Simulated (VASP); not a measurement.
CdS (zinc blende):

```
CdS
1.0
    0.00000     2.91000     2.91000
    2.91000     0.00000     2.91000
    2.91000     2.91000     0.00000
Cd S
1 1
Direct
  0.00000   0.00000   0.00000
  0.25000   0.25000   0.25000
```

The lowest empty band near Γ, direction [111], from mBJ (TB09) with spin-orbit coupling in VASP (PAW); its two spin partners are averaged. The gap over the points computed is 2.64 eV, and the next band on that side lies 4.77 eV away at the edge.

Run with 400 eV cut-off, 9×9×9 Γ-centred mesh, Gaussian smearing of 0.050 eV, potentials Cd S.

```json
[
 {"distance from the edge in k (1/Å)": "0.018", "distance in energy (meV)": "5.1"},
 {"distance from the edge in k (1/Å)": "0.025", "distance in energy (meV)": "9.7"},
 {"distance from the edge in k (1/Å)": "0.035", "distance in energy (meV)": "18.9"},
 {"distance from the edge in k (1/Å)": "0.050", "distance in energy (meV)": "38.2"},
 {"distance from the edge in k (1/Å)": "0.070", "distance in energy (meV)": "73.5"}
]
```

Question: Fit E(1 + αE) = ħ²k²/2m* (ħ²/2m0 = 3.810 eV Å²) and predict the row at 0.095 1/Å.

Answer: Least squares on the energies gives the electron mass m* = 0.244 m0 and α = 0.54 per eV, and so 131.4 meV. The run gave 131.6 meV, +0.2 meV from the fit.

Left out are points under 3 meV from the edge, since the levels carry 0.1 meV, and points farther than half the way to the next band.

The compound is CdS in the zinc blende structure, a metastable form; wurtzite is the usual one. The cell was not relaxed at this level.
